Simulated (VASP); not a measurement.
```xyz
2
Lattice="1.7580 -3.0449 0.0000 1.7580 3.0449 0.0000 0.0000 0.0000 5.6770" Properties=species:S:1:pos:R:3 pbc="T T T"
Tl     1.7580     1.0150     1.4192
Tl     1.7580    -1.0150     4.2577
```

Computed with vdW-DF-cx, VASP's PBE PAW potentials (set 64) (plane waves; VASP). Numerical set-up: 520 eV cut-off, 12×12×7 Γ-centred mesh, first-order Methfessel-Paxton smearing of 0.10 eV, potentials Tl_d.

Task: The ions and cell shape at fixed volume are relaxed. Give the cell that the relaxation ends in.

Result: 
```xyz
2
Lattice="1.7919 -3.1037 0.0000 1.7919 3.1037 0.0000 0.0000 0.0000 5.4639" Properties=species:S:1:pos:R:3 pbc="T T T"
Tl     1.7919     1.0346     1.3660
Tl     1.7919    -1.0346     4.0979
```
Space group P6_3/mmc (194), at a tolerance of 0.03 Å.

Task: How much energy does the relaxation gain?

Result: The energy (σ→0) changes by -6.7 meV/atom, in 5 ionic steps.

The compound is Tl in the hcp structure. This cell is one point of a volume scan, at 1.06 of the reference volume. Symmetry was kept, so distortions that lower it aren't found.
